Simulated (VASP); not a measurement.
Input of a VASP 6.6.1 run:

Contents of POSCAR:

```
CdSe
1.0
    0.0000000000      3.0702711986      3.0702711986
    3.0702711986      0.0000000000      3.0702711986
    3.0702711986      3.0702711986      0.0000000000
Cd Se
1 1
Direct
    0.0000000000      0.0000000000      0.0000000000
    0.7500000000      0.7500000000      0.7500000000
```

The input INCAR.step1:

```
SYSTEM = CdSe
PREC     = Accurate       ! precision mode
ENCUT    = 600            ! plane-wave cutoff, eV
ISMEAR   = 0              ! smearing method
SIGMA    = 0.02           ! smearing width, eV
LREAL    = .False.        ! projectors in reciprocal space
LASPH    = .True.         ! aspherical terms in the spheres
NELM     = 100            ! most SCF steps
GGA      = PE             ! functional
ALGO     = Normal         ! electronic algorithm
EDIFF    = 1E-4           ! SCF threshold, eV
LWAVE    = .True.         ! write WAVECAR
LCHARG   = .False.        ! write CHGCAR
```

The input INCAR.step2:

```
SYSTEM = CdSe
PREC     = Accurate       ! precision mode
ENCUT    = 600            ! plane-wave cutoff, eV
EDIFF    = 1E-6           ! SCF threshold, eV
ISMEAR   = 0              ! smearing method
SIGMA    = 0.02           ! smearing width, eV
LREAL    = .False.        ! projectors in reciprocal space
LASPH    = .True.         ! aspherical terms in the spheres
NELM     = 100            ! most SCF steps
ALGO     = Normal         ! electronic algorithm
ISIF     = 3              ! what is computed and relaxed
LWAVE    = .False.        ! write WAVECAR
LCHARG   = .False.        ! write CHGCAR
METAGGA  = R2SCAN         ! meta-GGA
LMIXTAU  = .True.       
IBRION   = 2              ! ionic algorithm
NSW      = 100            ! ionic steps
EDIFFG   = -0.005         ! ionic threshold
ISTART   = 1
```

File KPOINTS:

```
regular mesh
0
Gamma
  8 8 8
  0 0 0
```

Potentials or basis: VASP PAW PBE potentials, release 64 (Cd, Se).

The run is started by

```sh
$ cat potpaw_PBE.64/Cd/POTCAR potpaw_PBE.64/Se/POTCAR > POTCAR
$ cp INCAR.step1 INCAR
$ mpirun -np 1 vasp_std > vasp.out
$ cp INCAR.step2 INCAR
$ mpirun -np 1 vasp_std > vasp.out
```

**Question.** Predict the band gap on the k mesh.

**Answer.** 1.02 eV, direct.

Final structure:
```
CELL_PARAMETERS angstrom
0.00000 3.07027 3.07027
3.07027 0.00000 3.07027
3.07027 3.07027 0.00000
ATOMIC_POSITIONS crystal
Cd 0.00000 0.00000 0.00000
Se 0.75000 0.75000 0.75000
```

Caveat: the relaxation stopped at its first step, so nothing moved; the PAW data sets were made with another functional, which shifts forces and pressure a little. r2SCAN opens gaps a little over a GGA but as a rule still falls short of measured ones.
